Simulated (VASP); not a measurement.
Crystal: Be2ZnO3.

```xyz
6
Lattice="3.6332 0.0000 0.0000 -1.8166 3.1464 0.0000 0.0000 0.0000 5.6597" Properties=species:S:1:pos:R:3 pbc="T T T"
Be    0.0000    2.0976    1.2712
Be    0.0000    2.0976    4.3886
Zn    0.0000    0.0000    2.8299
O     1.8166    1.0488    3.4800
O     1.8166    1.0488    2.1798
O     0.0000    2.0976    0.0000
```

The cell was built by a generator and needn't be a form met in nature.

- Program: VASP 6.6.1
- Task: relaxation of cell and atoms
- Functional: PBE
- Potentials or basis: VASP PAW PBE potentials, release 64 (Be, Zn, O)
- Cutoff: 520 eV
- k mesh: 4 × 4 × 3
- Occupations: gaussian, width 0.15 eV
- Spin: no spin polarisation

At the start: pressure 32.7 GPa; volume 10.78 Å³/atom.

Q: Where does the relaxation end?

A: Over 22 steps the energy falls by 1521.4 meV/atom and the volume is 8.63 Å³/atom (-20.0 %); space group P-6m2 (No. 187, to 0.05 Å).

Step by step:
```csv
step,energy change (eV),largest force (eV/Å),pressure (GPa),volume (Å³)
1,0.0000,9.0668,32.68,64.70
2,0.9083,3.9343,-26.75,86.72
3,-2.4309,3.7119,-12.10,72.47
4,-2.4749,3.4463,-10.45,71.83
5,-2.4962,3.5304,-7.70,70.85
6,-4.3807,2.1365,-11.31,67.83
7,-4.1938,7.3879,13.00,58.70
8,-5.7385,1.7061,-6.95,63.69
9,-6.7934,2.6121,-6.58,59.66
10,-7.4372,3.0371,1.22,53.55
11,-8.1246,2.3269,-3.42,53.78
12,-8.7134,1.2226,-10.50,54.03
13,-8.7281,0.8694,-11.48,54.06
14,-8.9365,2.1940,6.94,49.95
15,-8.9871,1.2374,1.17,51.08
16,-9.0983,0.3192,3.12,50.66
17,-9.1096,0.0421,3.86,50.49
18,-9.1266,0.1325,-0.79,51.79
19,-9.1266,0.1155,-0.25,51.72
20,-9.1266,0.1394,-0.38,51.75
21,-9.1266,0.2185,0.62,51.80
22,-9.1281,0.0505,0.10,51.78
```

Final structure:
```
CELL_PARAMETERS angstrom
2.86217 0.00000 0.00000
-1.43108 2.47871 0.00000
0.00000 0.00000 7.29824
ATOMIC_POSITIONS crystal
Be 0.33333 0.66667 0.19334
Be 0.33333 0.66667 0.80666
Zn 0.00000 0.00000 0.50000
O 0.66667 0.33333 0.69412
O 0.66667 0.33333 0.30587
O 0.33333 0.66667 0.00000
```

Caveat: the k mesh is coarse (spacing up to 0.50 Å⁻¹), so the values aren't converged; the volume moved by over 15 % at a fixed basis, so the end points are rough.
